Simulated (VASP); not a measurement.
These are vdW-DF-cx, VASP's PBE PAW potentials (set 64) (plane waves; VASP) values and carry that method's errors.

A VASP calculation is set up with these files.

**KPOINTS**
```
Automatic
0
gamma
  10 10 10
0 0 0
```

**INCAR**
```
SYSTEM = AlN
PREC = Accurate
ENCUT = 520
EDIFF = 1E-7
NELM = 100
ALGO = Normal
LREAL = .FALSE.
LASPH = .TRUE.
ISMEAR = 0
SIGMA = 0.05
GGA = CX
LUSE_VDW = .TRUE.
AGGAC = 0.0
LWAVE = .FALSE.
LCHARG = .FALSE.
ISIF = 2
```

File POSCAR:
```
AlN
1.0
  0.0000000000   2.2151619028   2.2151619028
  2.2151619028   0.0000000000   2.2151619028
  2.2151619028   2.2151619028   0.0000000000
Al N
1 1
direct
  0.0000000000   0.0000000000   0.0000000000
  0.2500000000   0.2500000000   0.2500000000
```

POTCAR, in this order: Al N (PBE.64 set). Program: vasp_std.

Output

File OUTCAR:
```
 ion  position               nearest neighbor table
   1  0.000  0.000  0.000-   2 1.92   2 1.92   2 1.92   2 1.92
   2  0.250  0.250  0.250-   1 1.92   1 1.92   1 1.92   1 1.92
  LATTYP: Found a face centered cubic cell.
 ALAT       =     4.4303238056
 Subroutine PRICEL returns:
 Original cell was already a primitive cell.
 Subroutine GETGRP returns: Found 24 space group operations
The static configuration has the point symmetry T_d .
The dynamic configuration has the point symmetry T_d .
 Subroutine INISYM returns: Found 24 space group operations
 Subroutine IBZKPT returns following result:
 Found     47 irreducible k-points:

 Following reciprocal coordinates:
            Coordinates               Weight
  0.000000  0.000000  0.000000      1.000000
  0.100000  0.000000  0.000000      8.000000
  0.200000  0.000000  0.000000      8.000000
  0.300000  0.000000  0.000000      8.000000
  0.400000  0.000000  0.000000      8.000000
  0.500000  0.000000  0.000000      4.000000
  0.100000  0.100000  0.000000      6.000000
  0.200000  0.100000  0.000000     24.000000
  0.300000  0.100000  0.000000     24.000000
  0.400000  0.100000  0.000000     24.000000
  0.500000  0.100000  0.000000     24.000000
 -0.400000  0.100000  0.000000     24.000000
 -0.300000  0.100000  0.000000     24.000000
 -0.200000  0.100000  0.000000     24.000000
 -0.100000  0.100000  0.000000     12.000000
  0.200000  0.200000  0.000000      6.000000
  0.300000  0.200000  0.000000     24.000000
  0.400000  0.200000  0.000000     24.000000
  0.500000  0.200000  0.000000     24.000000
 -0.400000  0.200000  0.000000     24.000000
 -0.300000  0.200000  0.000000     24.000000
 -0.200000  0.200000  0.000000     12.000000
  0.300000  0.300000  0.000000      6.000000
  0.400000  0.300000  0.000000     24.000000
...
```

**OSZICAR**
```
       N       E                     dE             d eps       ncg     rms          rms(c)
DAV:   1     0.140771003437E+02    0.14077E+02   -0.40079E+03   800   0.829E+02
DAV:   2    -0.142121095905E+02   -0.28289E+02   -0.26954E+02   984   0.141E+02
DAV:   3    -0.148102317460E+02   -0.59812E+00   -0.59812E+00   896   0.268E+01
DAV:   4    -0.148120959308E+02   -0.18642E-02   -0.18642E-02  1056   0.138E+00
DAV:   5    -0.148120996475E+02   -0.37168E-05   -0.37168E-05   936   0.526E-02    0.835E+00
DAV:   6    -0.126011334323E+02    0.22110E+01   -0.13086E+01   816   0.227E+01    0.295E+00
DAV:   7    -0.125880834103E+02    0.13050E-01   -0.91462E-02   784   0.325E+00    0.199E+00
DAV:   8    -0.125788421685E+02    0.92412E-02   -0.23556E-02   832   0.207E+00    0.420E-01
DAV:   9    -0.125784755134E+02    0.36666E-03   -0.84260E-04  1024   0.243E-01    0.210E-01
DAV:  10    -0.125785642450E+02   -0.88732E-04   -0.23083E-04   792   0.131E-01    0.255E-02
DAV:  11    -0.125785635826E+02    0.66240E-06   -0.31828E-06   968   0.165E-02    0.111E-02
DAV:  12    -0.125785638213E+02   -0.23877E-06   -0.66611E-07   824   0.812E-03    0.136E-03
DAV:  13    -0.125785638042E+02    0.17095E-07   -0.11787E-08   472   0.142E-03
   1 F= -.12578564E+02 E0= -.12578564E+02  d E =-.164200E-15
```

File OUTCAR:
```
------------------------ aborting loop because EDIFF is reached ----------------------------------------
  FORCE on cell =-STRESS in cart. coord.  units (eV):
  Direction    XX          YY          ZZ          XY          YZ          ZX
  --------------------------------------------------------------------------------------
  Total       -0.7546854     -0.7546854     -0.7546854      0.0000000      0.0000000      0.0000000
  in kB      -55.6198887    -55.6198887    -55.6198887      0.0000000      0.0000000      0.0000000
  external PRESSURE =     -55.6198887 kB  Pullay stress =       0.0000000 kB
  volume of cell :       21.74
      direct lattice vectors                 reciprocal lattice vectors
     0.000000000  2.215161903  2.215161903    -0.225717136  0.225717136  0.225717136
     2.215161903  0.000000000  2.215161903     0.225717136 -0.225717136  0.225717136
     2.215161903  2.215161903  0.000000000     0.225717136  0.225717136 -0.225717136
  FREE ENERGIE OF THE ION-ELECTRON SYSTEM (eV)
  ---------------------------------------------------
  free  energy   TOTEN  =       -12.5785638042 eV

  energy  without entropy=      -12.5785638042  energy(sigma->0) =      -12.57856380
```
(Selected blocks of OUTCAR.)

**OUTCAR**
```
 val. band max:        5.5295727361   @ k =   0.0000   0.0000   0.0000

 cond. band min:       8.7824109338   @ k =   0.5000   0.5000   0.0000


 Fermi energy:         5.7894969814

 k-point     1 :       0.0000    0.0000    0.0000
  band No.  band energies     occupation
      1      -9.1665      2.00000
      2       5.5296      2.00000
      3       5.5296      2.00000
      4       5.5296      2.00000
      5       9.3909      0.00000
      6      17.6964      0.00000
      7      17.6964      0.00000
      8      17.6964      0.00000

 k-point     2 :       0.1000    0.0000    0.0000
  band No.  band energies     occupation
      1      -9.0270      2.00000
      2       4.7221      2.00000
      3       5.4787      2.00000
      4       5.4787      2.00000
      5      10.0576      0.00000
      6      17.3123      0.00000
      7      17.8245      0.00000
      8      17.8245      0.00000

 k-point     3 :       0.2000    0.0000    0.0000
  band No.  band energies     occupation
      1      -8.6302      2.00000
      2       3.1548      2.00000
      3       5.3521      2.00000
      4       5.3521      2.00000
      5      11.1766      0.00000
      6      16.5252      0.00000
      7      17.7724      0.00000
      8      17.7724      0.00000

 k-point     4 :       0.3000    0.0000    0.0000
  band No.  band energies     occupation
      1      -8.0561      2.00000
      2       1.5644      2.00000
      3       5.2070      2.00000
      4       5.2070      2.00000
      5      12.0151      0.00000
      6      15.7901      0.00000
      7      17.1602      0.00000
      8      17.1602      0.00000

 k-point     5 :       0.4000    0.0000    0.0000
  band No.  band energies     occupation
      1      -7.4860      2.00000
      2       0.3330      2.00000
      3       5.0977      2.00000
      4       5.0977      2.00000
      5      12.4410      0.00000
      6      15.2795      0.00000
      7      16.5914      0.00000
...
```

The compound is AlN in the zinc blende structure, a metastable form; wurtzite is the usual one. This cell is one point of a volume scan, at 1.03 of the reference volume.
